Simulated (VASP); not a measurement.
Consider the following.

```
CELL_PARAMETERS angstrom
      0.00000     3.14422     3.14422
      3.14422     0.00000     3.14422
      3.14422     3.14422     0.00000
ATOMIC_POSITIONS crystal
  Ba 0.00000 0.00000 0.00000
  F  0.25000 0.25000 0.25000
  F  0.75000 0.75000 0.75000
```

Level of theory: PBE GGA, VASP's PBE PAW potentials (set 64) (plane waves; VASP 6.6.1). Numerical set-up: 520 eV cut-off, 8×8×8 Γ-centred mesh, Gaussian smearing of 0.010 eV, potentials Ba_sv F.

Task: Predict the energy per atom (σ→0).

Result: 
```json
{
 "energy per atom (σ→0)": "-5.710 eV/atom"
}
```

The absolute energy has meaning only against runs of the same code, potentials and settings.

The compound is BaF2 in the fluorite structure. It was relaxed first.
